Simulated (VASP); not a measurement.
Here is the system:

```yaml
crystal:
  lattice:
    - [1.73650, -3.00770, 0.00000]
    - [1.73650, 3.00770, 0.00000]
    - [0.00000, 0.00000, 5.91372]
  atoms:
    - { symbol: Ti, position: [0.00000, 0.00000, 0.00000] }
    - { symbol: Se, position: [0.33333, 0.66667, 0.26178] }
    - { symbol: Se, position: [0.66667, 0.33333, 0.73822] }
```

All values below come from PBEsol GGA, VASP's PBE PAW potentials (set 64) (plane waves; VASP 6.6.1). Run with 400 eV cut-off, Gaussian smearing of 0.050 eV, potentials Ti_sv Se.

Without a dispersion term in the relaxation, distances and binding between the weakly bound layers, chains or molecules are unreliable, and so is what depends on them.

Q: Predict the band gap (along the path) with the smallest direct gap where there is one.

A: 
```json
{
  "band gap (along the path)": "none (metal, semimetal or under 0.01 eV)"
}
```

The compound is TiSe2 in the 1T layered structure. It was relaxed first, which changed the volume by -5 %.
